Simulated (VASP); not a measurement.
VASP input:

File POSCAR:
```
CaO
1.0
  0.0000000000   2.4482623830   2.4482623830
  2.4482623830   0.0000000000   2.4482623830
  2.4482623830   2.4482623830   0.0000000000
Ca O
1 1
Cartesian
  0.0000000000   0.0000000000   0.0000000000
  2.4482623830   2.4482623830   2.4482623830
```

### KPOINTS
```
Automatic mesh
0
Gamma
8 8 8
0 0 0
```

INCAR:
```
ENCUT  =  520   # plane-wave cut-off (eV)
GGA  =  RP
LREAL  =  .False.   # projection in real space or not
ISMEAR  =  0   # Gaussian
SYSTEM  =  CaO
EDIFF  =  1E-6   # SCF stop (eV)
NELM  =  100
PREC  =  Accurate
NSW  =  60
SIGMA  =  0.05
ALGO  =  Normal   # blocked Davidson
LCHARG  =  .False.
EDIFFG  =  -0.01   # ionic stop
LWAVE  =  .False.
IBRION  =  2
LASPH  =  .True.   # aspherical one-centre terms
ISIF  =  3
```

POTCAR, in this order: Ca_sv O (PBE.64 set). Program: vasp_std.

Question: Translate this RPBE calculation to Quantum ESPRESSO's pw.x.

Answer: One equivalent input (not run):
```
&CONTROL
  calculation = 'vc-relax'
  pseudo_dir = './pseudo'
  outdir = './out'
  tprnfor = .true.
  tstress = .true.
  nstep = 60
  forc_conv_thr = 0.00039
/
&SYSTEM
  ibrav = 0
  nat = 2
  ntyp = 2
  ecutwfc = 84
  occupations = 'smearing'
  smearing = 'gaussian'
  degauss = 0.003675
  input_dft = 'rpbe'
/
&ELECTRONS
  conv_thr = 7.3e-08
  electron_maxstep = 100
/
&IONS
/
&CELL
/
ATOMIC_SPECIES
  Ca 40.078 Ca.upf
  O 15.999 O.upf
CELL_PARAMETERS angstrom
     0.0000000    2.4482624    2.4482624
     2.4482624   -0.0000000    2.4482624
     2.4482624    2.4482624    0.0000000
ATOMIC_POSITIONS crystal
  Ca   0.0000000  0.0000000  0.0000000
  O    0.5000000  0.5000000  0.5000000
K_POINTS automatic
  8 8 8 0 0 0
```
Limits of the translation: the potentials are each code's own (VASP's PAW set, PseudoDojo norm-conserving files in pw.x), so ENCUT and ecutwfc are chosen apart and not converted; conv_thr bounds pw.x's estimated SCF error, while EDIFF bounds the energy change between steps; forc_conv_thr acts on force components and is met together with etot_conv_thr.

The compound is CaO in the rock salt structure. It was relaxed first, which changed the volume by +5 %. The start is the result of an earlier pass.
